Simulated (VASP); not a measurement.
An input for Ansatz (written as the equivalent of a VASP run, and not itself run):

Ansatz 0.2 input:
```yaml
crystal:
  lattice:
    - [0.0000000, 1.9829815, 1.9829815]
    - [1.9829815, 0.0000000, 1.9829815]
    - [1.9829815, 1.9829815, 0.0000000]
  atoms:
    - { symbol: Pt, position: [0.0000000, 0.0000000, 0.0000000] }
kpoints:
  mp_grid: { grid: [14, 14, 14] }
hamiltonian:
  xc: pbe
  pseudopotentials: { kind: paw }
scf:
  occupations: { method: methfessel_paxton, width: 0.1 }
  max_iter: 100
relax:
  max_steps: 60
  f_tol: 0.01
  cell: {}
output: { forces: true, stress: true, eigenvalues: true }
```

Task: Write the VASP files for the same calculation (PBE).

Result: Several could match; the one computed here: 
**POSCAR**
```
Pt
1.0
  0.0000000000   1.9829815263   1.9829815263
  1.9829815263   0.0000000000   1.9829815263
  1.9829815263   1.9829815263   0.0000000000
Pt
1
Direct
  0.0000000000   0.0000000000   0.0000000000
```

### INCAR
```
SYSTEM = Pt
PREC = Accurate; ENCUT = 400; LREAL = .FALSE.
LASPH = .TRUE.
EDIFF = 1E-6; NELM = 100; ALGO = Normal
LMAXMIX = 6
ISMEAR = 1; SIGMA = 0.1
GGA = PE
IBRION = 2; NSW = 60; ISIF = 3
EDIFFG = -0.01
LWAVE = .FALSE.; LCHARG = .FALSE.
```

### KPOINTS
```
Automatic
0
G
14 14 14
0 0 0
```

POTCAR, in this order: Pt (PBE.64 set). Program: vasp_std.

Limits of the translation: each code has its own PAW files, so the cut-off isn't converted (ENCUT is set for VASP's; basis.ecutwfc is left out, and Ansatz then takes the one that its files recommend); Ansatz stops its SCF on the density residual and VASP on the energy change (EDIFF).

The compound is Pt in the fcc structure. It was relaxed first. The start is the result of an earlier pass.
